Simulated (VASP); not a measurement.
# TiP (Badengzhuite) under strain, part 4 of 5

How does the pressure of TiP (Badengzhuite) answer to a change of volume? The bands are shown for each cell. All runs use PBEsol. Left out of this account: 1 further run (fields: a reference on another mesh). The start is a cell from a database of measured crystal structures.

VASP 6.6.1; PBEsol; plane waves and PAW (Ti_sv, P).

So far, pressure (GPa): step 2 (bands, cell as listed) -5.29; step 3 (cell volume +4.0 %) -9.89; step 4 (cell volume +8.0 %) -13.6; step 5 (bands, sheared, principal strains -2.3, +0.7, +1.6 %) -4.86.

The database entry behind the starting cell has ideal inner coordinates that were not refined, so it need not match the best structure at ambient conditions.

## (6) Bands, volume times 0.96

The cell is compressed evenly, with fractional positions held.

The input, INCAR:

```
SYSTEM = TiP
PREC = Accurate
ENCUT = 400
EDIFF = 1E-06
NELM = 100
ISMEAR = -1
SIGMA = 0.05
LREAL = .FALSE.
ALGO = Normal
GGA = PS
NBANDS = 54
LASPH = .TRUE.
LORBIT = 11
LWAVE = .FALSE.
LCHARG = .FALSE.
KPAR = 8
```

The input, POSCAR:

```
TiP
1.0
    3.4655212068      0.0000000000      0.0000000000
   -1.7327606034      3.0012294025      0.0000000000
    0.0000000000      0.0000000000     11.5911967494
Ti P
4 4
Direct
    0.3333333333      0.6666666667      0.1250000000
    0.6666666667      0.3333333333      0.6250000000
    0.3333333333      0.6666666667      0.3750000000
    0.6666666667      0.3333333333      0.8750000000
    0.0000000000      0.0000000000      0.0000000000
    0.0000000000      0.0000000000      0.5000000000
    0.6666666667      0.3333333333      0.2500000000
    0.3333333333      0.6666666667      0.7500000000
```

The input, KPOINTS:

```
Automatic mesh
0
Gamma
10 10 3
0 0 0
```

The input, KPOINTS_OPT:

```
Line mode
12
Line-mode
Reciprocal
  0.00000000   0.00000000   0.00000000 GAMMA
  0.50000000   0.00000000   0.00000000 M

  0.50000000   0.00000000   0.00000000 M
  0.33333333   0.33333333   0.00000000 K

  0.33333333   0.33333333   0.00000000 K
  0.00000000   0.00000000   0.00000000 GAMMA

  0.00000000   0.00000000   0.00000000 GAMMA
  0.00000000   0.00000000   0.50000000 A

  0.00000000   0.00000000   0.50000000 A
  0.50000000   0.00000000   0.50000000 L

  0.50000000   0.00000000   0.50000000 L
  0.33333333   0.33333333   0.50000000 H

  0.33333333   0.33333333   0.50000000 H
  0.00000000   0.00000000   0.50000000 A

  0.50000000   0.00000000   0.50000000 L
  0.50000000   0.00000000   0.00000000 M

  0.33333333   0.33333333   0.00000000 K
  0.33333333   0.33333333   0.50000000 H
```

Potentials, in the order of the species: Ti_sv and P (PBE family, release 64).

The run is started by

```
$ mpirun -np 8 vasp_std
```

Log:

```text
[... set-up lines as in an earlier step ...]
 entering main loop
       N       E                     dE             d eps       ncg     rms          rms(c)
DAV:   1     0.771491078426E+03    0.77149E+03   -0.26531E+04  3024   0.121E+03
DAV:   2     0.304974297392E+02   -0.74099E+03   -0.70609E+03  3030   0.408E+02
DAV:   3    -0.644375075935E+02   -0.94935E+02   -0.91751E+02  4132   0.136E+02
DAV:   4    -0.756924945099E+02   -0.11255E+02   -0.11124E+02  4520   0.409E+01
DAV:   5    -0.761948886901E+02   -0.50239E+00   -0.50197E+00  4336   0.809E+00    0.268E+01
DAV:   6    -0.665268417441E+02    0.96680E+01   -0.41458E+01  4074   0.425E+01    0.781E+00
DAV:   7    -0.663026952827E+02    0.22415E+00   -0.60728E+00  3632   0.156E+01    0.705E+00
DAV:   8    -0.663717772900E+02   -0.69082E-01   -0.14310E+00  3866   0.751E+00    0.511E+00
DAV:   9    -0.662311692347E+02    0.14061E+00   -0.41727E-01  3686   0.476E+00    0.746E-01
DAV:  10    -0.662341176134E+02   -0.29484E-02   -0.23667E-02  4174   0.604E-01    0.429E-01
DAV:  11    -0.662352137986E+02   -0.10962E-02   -0.59473E-03  3810   0.441E-01    0.187E-01
DAV:  12    -0.662346910663E+02    0.52273E-03   -0.17029E-03  3878   0.271E-01    0.324E-02
DAV:  13    -0.662346834581E+02    0.76082E-05   -0.11442E-04  3730   0.611E-02    0.269E-02
DAV:  14    -0.662346817074E+02    0.17507E-05   -0.76930E-06  3828   0.151E-02    0.969E-03
DAV:  15    -0.662346812302E+02    0.47721E-06   -0.54410E-07  2090   0.491E-03
   1 F= -.66234681E+02 E0= -.66217453E+02  d E =-.344572E-01
 Start KPOINTS_OPT (optional k-point list driver)
k-point batch [1-28\108]
       N       E                     dE             ncg
DAV:   1     0.150422039863E+04   -0.44863E+05     3024
DAV:   2    -0.191609385486E+05   -0.20665E+05     3030
DAV:   3    -0.217712716678E+05   -0.26103E+04     3950
DAV:   4    -0.220935390772E+05   -0.32227E+03     4514
DAV:   5    -0.221098877273E+05   -0.16349E+02     4182
DAV:   6    -0.221101212663E+05   -0.23354E+00     4208
DAV:   7    -0.221101265525E+05   -0.52862E-02     4224
DAV:   8    -0.221101266364E+05   -0.83970E-04     4104
DAV:   9    -0.221101266389E+05   -0.24916E-05     2730
DAV:  10    -0.221101266392E+05   -0.21036E-06     2384
[...]
k-point batch [85-108\108]
       N       E                     dE             ncg
DAV:   1     0.204600974167E+04   -0.51556E+05     2592
DAV:   2    -0.155542692091E+05   -0.17600E+05     2610
DAV:   3    -0.177860483376E+05   -0.22318E+04     3326
DAV:   4    -0.180632134827E+05   -0.27717E+03     4056
DAV:   5    -0.180767960955E+05   -0.13583E+02     3558
DAV:   6    -0.180769903140E+05   -0.19422E+00     3662
DAV:   7    -0.180769948988E+05   -0.45847E-02     3596
DAV:   8    -0.180769949508E+05   -0.52002E-04     3502
DAV:   9    -0.180769949516E+05   -0.82511E-06     2268
```

Elapsed: 60 s, on 8 MPI ranks of Intel Xeon Platinum 8259CL at 2.50GHz (Skylake/Cascade Lake), shared host; peak memory 2.7 GiB; 7.8 min of CPU time.

From OUTCAR (step 6):

```text
   ENCUT  =  400.0 eV  29.40 Ry    5.42 a.u.   5.65  5.65 18.90*2*pi/ulx,y,z

   NELECT =      68.0000    total number of electrons

 E-fermi :   9.3797

 k-point     1 :       0.0000    0.0000    0.0000
  band No.  band energies     occupation
    ...
     30       8.2022      2.00000
     31       9.0436      1.99760
     32       9.0436      1.99760
     33       9.1265      1.98744
     34       9.1265      1.98744
     35       9.7572      0.00105
     36       9.7572      0.00105
     37       9.9436      0.00003
     38      10.0053      0.00001
     39      10.0053      0.00001
    ...

  Total       -0.2485530     -0.2485530      1.3636965      0.0000000      0.0000000      0.0000000
  in kB       -3.3031906     -3.3031906     18.1230907      0.0000000      0.0000000      0.0000000
  external PRESSURE =       3.8389032 kB  Pullay stress =       0.0000000 kB

 POSITION                                       TOTAL-FORCE (eV/Angst)
 -----------------------------------------------------------------------------------
     -0.00000      2.00082      1.44890        -0.000000     -0.000000     -1.623589
      1.73276      1.00041      7.24450        -0.000000      0.000000     -1.623589
     -0.00000      2.00082      4.34670         0.000000     -0.000000      1.623589
      1.73276      1.00041     10.14230        -0.000000      0.000000      1.623589
      0.00000      0.00000      0.00000         0.000000      0.000000     -0.000000
      0.00000      0.00000      5.79560         0.000000      0.000000     -0.000000
      1.73276      1.00041      2.89780         0.000000      0.000000      0.000000
     -0.00000      2.00082      8.69340         0.000000     -0.000000     -0.000000
 -----------------------------------------------------------------------------------
    total drift:                               -0.000000      0.000000     -0.000000

  FREE ENERGIE OF THE ION-ELECTRON SYSTEM (eV)
  ---------------------------------------------------
  free  energy   TOTEN  =       -66.2346812302 eV

  energy  without entropy=      -66.2002240162  energy(sigma->0) =      -66.21745262

[... 4 parts as in an earlier step ...]

[... 12 further parts left out ...]
```

This step gave:

```yaml
scf_cycles: 15
irreducible_k_points: 28
symmetry_operations: 24
free_energy_toten: -66.2347 eV
energy_at_zero_smearing: -66.2175 eV
fermi_energy: 9.380 eV
pressure: 0.3839 GPa
```

Electronic bands along the path, in eV, zero at the Fermi level; # counts the bands kept, so #1 is VASP's band 21:

```
          point    #11    #12    #13    #14    #15    #16   #17   #18
              Γ  -0.34  -0.34  -0.25  -0.25   0.38   0.38  0.56  0.63
0.55 of the way  -2.33  -1.43  -1.33  -0.46  -0.01   0.51  0.66  0.75
              M  -2.54  -1.97  -1.40  -0.65  -0.11   0.94  1.33  1.51
0.55 of the way  -2.85  -2.80  -0.17  -0.16   0.62   0.93  1.27  1.48
              K  -3.07  -3.07   0.19   0.77   0.77   0.95  1.15  1.23
0.45 of the way  -2.58  -2.37  -0.33  -0.11  -0.06   0.38  0.76  0.93
              Γ  -0.34  -0.34  -0.25  -0.25   0.38   0.38  0.56  0.63
0.55 of the way  -0.64  -0.64  -0.28  -0.28   0.08   0.08  0.58  0.72
              A  -1.18  -1.18  -0.14  -0.14  -0.14  -0.14  0.63  0.63
0.55 of the way  -1.78  -1.78  -1.11  -1.11   0.52   0.52  0.81  0.81
              L  -1.84  -1.84  -1.43  -1.43   0.73   0.73  1.45  1.45
0.55 of the way  -2.74  -2.74  -0.23  -0.23   0.86   0.86  1.39  1.39
              H  -2.85  -2.85   0.45   0.45   0.86   0.86  0.94  0.94
0.45 of the way  -2.47  -2.47  -0.47  -0.47   0.69   0.69  0.70  0.70
              A  -1.18  -1.18  -0.14  -0.14  -0.14  -0.14  0.63  0.63
      jump to L  -1.84  -1.84  -1.43  -1.43   0.73   0.73  1.45  1.45
0.55 of the way  -2.24  -1.82  -1.51  -0.94   0.19   1.08  1.17  1.52
              M  -2.54  -1.97  -1.40  -0.65  -0.11   0.94  1.33  1.51
      jump to K  -3.07  -3.07   0.19   0.77   0.77   0.95  1.15  1.23
0.55 of the way  -2.93  -2.93   0.27   0.69   0.80   0.80  1.07  1.07
              H  -2.85  -2.85   0.45   0.45   0.86   0.86  0.94  0.94
```

Of the projections kept (Ti, P), the largest for each band there; the rest of the weight can lie on other orbitals:

```
point      #11      #12      #13      #14      #15      #16      #17      #18
    Γ  Ti 1.00  Ti 1.00  Ti 1.00  Ti 1.00  Ti 0.95  Ti 0.95   P 0.92  Ti 1.00
    M  Ti 0.56  Ti 0.98   P 0.81  Ti 0.90  Ti 0.89  Ti 1.00  Ti 0.95  Ti 1.00
    K  Ti 0.53  Ti 0.53  Ti 1.00  Ti 0.93  Ti 0.93  Ti 0.99  Ti 0.93  Ti 0.94
    Γ  Ti 1.00  Ti 1.00  Ti 1.00  Ti 1.00  Ti 0.95  Ti 0.95   P 0.92  Ti 1.00
    A  Ti 0.72  Ti 0.72  Ti 1.00  Ti 1.00  Ti 1.00  Ti 1.00  Ti 0.52  Ti 0.52
    L   P 0.60   P 0.60  Ti 0.89  Ti 0.89  Ti 0.93  Ti 0.93  Ti 0.96  Ti 0.96
```

Force by atom:

```
atom  x (eV/Å)  y (eV/Å)  z (eV/Å)  size
 Ti1      0.00      0.00     -1.62  1.62
 Ti2      0.00      0.00     -1.62  1.62
 Ti3      0.00      0.00      1.62  1.62
 Ti4      0.00      0.00      1.62  1.62
  P5      0.00      0.00      0.00  0.00
  P6      0.00      0.00      0.00  0.00
  P7      0.00      0.00      0.00  0.00
  P8      0.00      0.00      0.00  0.00
```

 The pressure is 0.38 GPa.

Between step 2 and this run (cell volume -4.0 %) the value for the pressure moves from -5.29 GPa to 0.384 GPa.

## (7) Bands, volume times 0.92

The cell is scaled evenly once more. A prediction first. A parabola through the 4 pressures of evenly scaled cells so far, P = -5.28 -128.1 t +258 t² GPa with t = ln(V/V₁) and V₁ the volume at scale 1, gives 7.20 GPa at t = -0.0834.

INCAR is that of step 6.

Changes to POSCAR since step 6:

```diff
@@ -2,5 +2,5 @@
 1.0
-    3.4655212068      0.0000000000      0.0000000000
-   -1.7327606034      3.0012294025      0.0000000000
-    0.0000000000      0.0000000000     11.5911967494
+    3.4167045465      0.0000000000      0.0000000000
+   -1.7083522733      2.9589529345      0.0000000000
+    0.0000000000      0.0000000000     11.4279187081
 Ti P
```

KPOINTS is that of step 6.

KPOINTS_OPT is that of step 6.

The run is started by

```
$ mpirun -np 8 vasp_std
```

Log:

```text
[... set-up lines as in an earlier step ...]
 entering main loop
       N       E                     dE             d eps       ncg     rms          rms(c)
DAV:   1     0.783576190035E+03    0.78358E+03   -0.26411E+04  3024   0.121E+03
DAV:   2     0.309011652851E+02   -0.75268E+03   -0.71645E+03  3030   0.412E+02
DAV:   3    -0.643698592026E+02   -0.95271E+02   -0.92151E+02  4036   0.136E+02
DAV:   4    -0.751039563472E+02   -0.10734E+02   -0.10609E+02  4514   0.412E+01
DAV:   5    -0.756226721990E+02   -0.51872E+00   -0.51831E+00  4346   0.822E+00    0.284E+01
DAV:   6    -0.662968926626E+02    0.93258E+01   -0.38851E+01  4040   0.423E+01    0.790E+00
DAV:   7    -0.661551540424E+02    0.14174E+00   -0.54857E+00  3666   0.149E+01    0.747E+00
DAV:   8    -0.662047214497E+02   -0.49567E-01   -0.12081E+00  3990   0.680E+00    0.512E+00
DAV:   9    -0.661010342190E+02    0.10369E+00   -0.31631E-01  3716   0.411E+00    0.759E-01
DAV:  10    -0.661034148069E+02   -0.23806E-02   -0.16899E-02  4170   0.524E-01    0.393E-01
DAV:  11    -0.661042860389E+02   -0.87123E-03   -0.36127E-03  3600   0.339E-01    0.132E-01
DAV:  12    -0.661040704202E+02    0.21562E-03   -0.77330E-04  3946   0.182E-01    0.324E-02
DAV:  13    -0.661040624828E+02    0.79374E-05   -0.56008E-05  3864   0.447E-02    0.212E-02
DAV:  14    -0.661040616076E+02    0.87522E-06   -0.49678E-06  3274   0.132E-02
   1 F= -.66104062E+02 E0= -.66087639E+02  d E =-.328453E-01
 Start KPOINTS_OPT (optional k-point list driver)
k-point batch [1-28\108]
       N       E                     dE             ncg
DAV:   1     0.261556277710E+04   -0.44451E+05     3024
DAV:   2    -0.181215004009E+05   -0.20737E+05     3036
DAV:   3    -0.207825714750E+05   -0.26611E+04     3940
DAV:   4    -0.211139858807E+05   -0.33141E+03     4546
DAV:   5    -0.211294711810E+05   -0.15485E+02     4164
DAV:   6    -0.211296943728E+05   -0.22319E+00     4184
DAV:   7    -0.211296996313E+05   -0.52584E-02     4208
DAV:   8    -0.211296997122E+05   -0.80911E-04     4082
DAV:   9    -0.211296997132E+05   -0.10459E-05     2678
DAV:  10    -0.211296997134E+05   -0.19406E-06     2252
[...]
k-point batch [85-108\108]
       N       E                     dE             ncg
DAV:   1     0.314280785611E+04   -0.51172E+05     2592
DAV:   2    -0.146138634678E+05   -0.17757E+05     2598
DAV:   3    -0.168736497538E+05   -0.22598E+04     3256
DAV:   4    -0.171555130783E+05   -0.28186E+03     4050
DAV:   5    -0.171671930333E+05   -0.11680E+02     3520
DAV:   6    -0.171673730437E+05   -0.18001E+00     3684
DAV:   7    -0.171673775994E+05   -0.45558E-02     3566
DAV:   8    -0.171673776492E+05   -0.49796E-04     3510
DAV:   9    -0.171673776500E+05   -0.80393E-06     2302
```

Elapsed: 55 s, on 8 MPI ranks; peak memory 2.6 GiB; 7.2 min of CPU time.

Parts of OUTCAR (step 7):

```text
   ENCUT  =  400.0 eV  29.40 Ry    5.42 a.u.   5.57  5.57 18.64*2*pi/ulx,y,z

   NELECT =      68.0000    total number of electrons

 E-fermi :   9.8865

 k-point     1 :       0.0000    0.0000    0.0000
  band No.  band energies     occupation
    ...
     30       8.6293      2.00000
     31       9.5166      1.99878
     32       9.5166      1.99878
     33       9.6125      1.99170
     34       9.6125      1.99170
     35      10.2902      0.00062
     36      10.2902      0.00062
     37      10.5458      0.00000
     38      10.5458      0.00000
     39      10.5685      0.00000
    ...

  Total        4.5575813      4.5575813      6.8793220     -0.0000000      0.0000000      0.0000000
  in kB       63.2022277     63.2022277     95.3989500     -0.0000000      0.0000000      0.0000000
  external PRESSURE =      73.9344685 kB  Pullay stress =       0.0000000 kB

 POSITION                                       TOTAL-FORCE (eV/Angst)
 -----------------------------------------------------------------------------------
     -0.00000      1.97264      1.42849         0.000000      0.000000     -1.847732
      1.70835      0.98632      7.14245         0.000000     -0.000000     -1.847732
     -0.00000      1.97264      4.28547        -0.000000      0.000000      1.847732
      1.70835      0.98632      9.99943        -0.000000     -0.000000      1.847732
      0.00000      0.00000      0.00000         0.000000     -0.000000      0.000000
      0.00000      0.00000      5.71396         0.000000     -0.000000      0.000000
      1.70835      0.98632      2.85698        -0.000000      0.000000      0.000000
     -0.00000      1.97264      8.57094         0.000000     -0.000000      0.000000
 -----------------------------------------------------------------------------------
    total drift:                               -0.000001      0.000000     -0.000000

  FREE ENERGIE OF THE ION-ELECTRON SYSTEM (eV)
  ---------------------------------------------------
  free  energy   TOTEN  =       -66.1040616076 eV

  energy  without entropy=      -66.0712163557  energy(sigma->0) =      -66.08763898

[... 4 parts as in an earlier step ...]

[... 12 further parts left out ...]
```

Numbers from this step:

| Item | Value |
| --- | --- |
| SCF cycles | 14 |
| free energy (TOTEN) | -66.1041 eV |
| energy at zero smearing | -66.0876 eV |
| Fermi energy | 9.886 eV |
| pressure | 7.393 GPa |

The electronic bands at the labelled points (eV, zero at the Fermi level; # counts the bands kept, so #1 is VASP's band 21):

```
          point    #11    #12    #13    #14    #15    #16   #17   #18
              Γ  -0.37  -0.37  -0.27  -0.27   0.40   0.40  0.66  0.66
0.45 of the way  -2.14  -1.35  -1.25  -0.32   0.03   0.36  0.55  0.63
              M  -2.58  -2.09  -1.36  -0.70  -0.11   1.01  1.43  1.62
0.45 of the way  -2.80  -2.78  -0.37  -0.31   0.51   0.99  1.41  1.68
              K  -3.14  -3.14   0.18   0.82   0.82   1.01  1.24  1.32
0.55 of the way  -2.48  -2.16  -0.58   0.00   0.01   0.22  0.58  0.63
              Γ  -0.37  -0.37  -0.27  -0.27   0.40   0.40  0.66  0.66
0.55 of the way  -0.65  -0.65  -0.31  -0.31   0.08   0.08  0.69  0.83
              A  -1.20  -1.20  -0.16  -0.16  -0.16  -0.16  0.74  0.74
0.55 of the way  -1.80  -1.80  -1.18  -1.18   0.56   0.56  0.87  0.87
              L  -1.84  -1.84  -1.51  -1.51   0.78   0.78  1.56  1.56
0.45 of the way  -2.74  -2.74  -0.44  -0.44   0.92   0.92  1.52  1.52
              H  -2.90  -2.90   0.47   0.47   0.93   0.93  1.01  1.01
0.55 of the way  -2.22  -2.22  -0.61  -0.61   0.41   0.41  0.86  0.86
              A  -1.20  -1.20  -0.16  -0.16  -0.16  -0.16  0.74  0.74
      jump to L  -1.84  -1.84  -1.51  -1.51   0.78   0.78  1.56  1.56
0.55 of the way  -2.27  -1.92  -1.48  -1.00   0.21   1.16  1.26  1.63
              M  -2.58  -2.09  -1.36  -0.70  -0.11   1.01  1.43  1.62
      jump to K  -3.14  -3.14   0.18   0.82   0.82   1.01  1.24  1.32
0.55 of the way  -2.98  -2.98   0.27   0.73   0.86   0.86  1.14  1.14
              H  -2.90  -2.90   0.47   0.47   0.93   0.93  1.01  1.01
```

Of the projections kept (Ti, P), the largest for each band there; the rest of the weight can lie on other orbitals:

```
point      #11      #12      #13      #14      #15      #16      #17      #18
    Γ  Ti 1.00  Ti 1.00  Ti 1.00  Ti 1.00  Ti 0.97  Ti 0.97  Ti 1.00  Ti 1.00
    M   P 0.61  Ti 0.98   P 0.81  Ti 0.90  Ti 0.89  Ti 1.00  Ti 0.95  Ti 1.00
    K  Ti 0.53  Ti 0.53  Ti 1.00  Ti 0.92  Ti 0.92  Ti 0.99  Ti 0.92  Ti 0.94
    Γ  Ti 1.00  Ti 1.00  Ti 1.00  Ti 1.00  Ti 0.97  Ti 0.97  Ti 1.00  Ti 1.00
    A  Ti 0.73  Ti 0.73  Ti 0.99  Ti 0.99  Ti 0.99  Ti 0.99  Ti 0.50  Ti 0.50
    L   P 0.59   P 0.59  Ti 0.88  Ti 0.88  Ti 0.93  Ti 0.93  Ti 0.96  Ti 0.96
```

Force by atom:

```
atom  x (eV/Å)  y (eV/Å)  z (eV/Å)  size
 Ti1      0.00      0.00     -1.85  1.85
 Ti2      0.00      0.00     -1.85  1.85
 Ti3      0.00      0.00      1.85  1.85
 Ti4      0.00      0.00      1.85  1.85
  P5      0.00      0.00      0.00  0.00
  P6      0.00      0.00      0.00  0.00
  P7      0.00      0.00      0.00  0.00
  P8      0.00      0.00      0.00  0.00
```

 The pressure is 7.39 GPa. The parabola predicted 7.20 GPa, -0.20 GPa off.

(Continued in part 5 of 5.)

[Lines on the potential files, build, host, timing and source positions are cut from VASP's logs without a mark.]

[Logs are printed without paths, hosts, clocks, repeated set-up lines and the standing remarks that a program may print on its own settings, such as how far it seeks lower states.]

[Hosts, paths, dates, database ids (printed as entryN), source tags and the programs' standing remarks are cut or masked in the printed files.]

[A measured line is paired with the nearest computed mode of its activity, which favours agreement.]
